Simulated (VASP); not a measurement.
A run of VASP 6.6.1 is set up as follows.

POSCAR

```
InSe
1.0
    4.0321066000      0.0000000000      0.0000000000
   -2.0160533000      3.4919067000      0.0000000000
    0.0000000000      0.0000000000     16.7472324000
In Se
4 4
Direct
    0.3333334000      0.6666667000      0.1666036000
    0.6666666000      0.3333334000      0.6666036000
    0.3333334000      0.6666667000      0.3333964000
    0.6666666000      0.3333334000      0.8333964000
    0.3333334000      0.6666667000      0.5896630000
    0.6666666000      0.3333334000      0.0896629000
    0.3333334000      0.6666667000      0.9103370000
    0.6666666000      0.3333334000      0.4103371000
```

INCAR.step1

```
ALGO = Normal ; EDIFF = 1E-5
ENCUT = 400 ; GGA = PE
ISIF = 2 ; ISMEAR = 0
LASPH = T ; LCHARG = F
LREAL = F ; LWAVE = T
NBANDS = 48 ; NELM = 60
PREC = Accurate ; SIGMA = 0.02
```

The input INCAR.step2:

```
ALGO = Normal ; EDIFF = 1E-6
ENCUT = 400 ; GGA = PE
HFSCREEN = 0.2 ; ISIF = 2
ISMEAR = 0 ; ISTART = 1
LASPH = T ; LCHARG = F
LHFCALC = T ; LREAL = F
LWAVE = F ; NBANDS = 48
NELM = 60 ; PREC = Accurate
PRECFOCK = Fast ; SIGMA = 0.02
```

The input KPOINTS:

```
k-points
0
Gamma
  3 3 1
```

Potentials or basis: VASP PAW PBE potentials, release 64 (In_d, Se).

The run is started by

```bash
$ cat potpaw_PBE.64/In_d/POTCAR potpaw_PBE.64/Se/POTCAR > POTCAR
$ cp INCAR.step1 INCAR
$ mpirun -np 1 vasp_std > vasp.out
$ cp INCAR.step2 INCAR
$ mpirun -np 1 vasp_std > vasp.out
```

(1) Estimate the band gap on the k mesh.

(2) What does it give for the pressure?

## Answers

(1) 1.12 eV, direct.

(2) 0.5 GPa.

Caveat: the k mesh is coarse (spacing up to 0.60 Å⁻¹), so the values aren't converged, least of all with exact exchange; the PAW data sets were made with another functional, which shifts forces and pressure a little; spin-orbit coupling is left out, which moves the levels of the heavy elements; this functional lacks dispersion, which binds the layers, so the pressure and a relaxed spacing across them are unreliable.
